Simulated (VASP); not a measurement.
Here is the system:

```
Mg3ZnTe4
1.0
    6.35016     0.00000     0.00000
    0.00000     6.35016     0.00000
    0.00000     0.00000     6.35016
Zn Te Mg
1 4 3
Direct
  0.00000   0.00000   0.00000
  0.24114   0.24114   0.24114
  0.75886   0.75886   0.24114
  0.75886   0.24114   0.75886
  0.24114   0.75886   0.75886
  0.50000   0.50000   0.00000
  0.50000   0.00000   0.50000
  0.00000   0.50000   0.50000
```

Calculation: PBEsol GGA, VASP's PBE PAW potentials (set 64) (plane waves; VASP). Numerical set-up: 400 eV cut-off, 4×4×4 Γ-centred mesh, tetrahedra with Blöchl corrections, potentials Zn Te Mg.

The cores are frozen, which limits the accuracy of field gradients.

Task: Give the principal components of the electric field gradient (V/Å²) and the asymmetry η at each nucleus.

Result: 
```
atom    Vxx    Vyy    Vzz     η
----  -----  -----  -----  ----
Zn1     0.0    0.0    0.0     -
Te2   -62.2  -62.2  124.3  0.00
Te3   -62.2  -62.2  124.3  0.00
Te4   -62.2  -62.2  124.3  0.00
Te5   -62.2  -62.2  124.3  0.00
Mg6    -1.4   -1.4    2.8  0.00
Mg7    -1.4   -1.4    2.8  0.00
Mg8    -1.4   -1.4    2.8  0.00
```

The structure was generated: Mg3ZnTe4 was put into an ordered model structure (P-43m), which need not be its known phase. It was relaxed first.
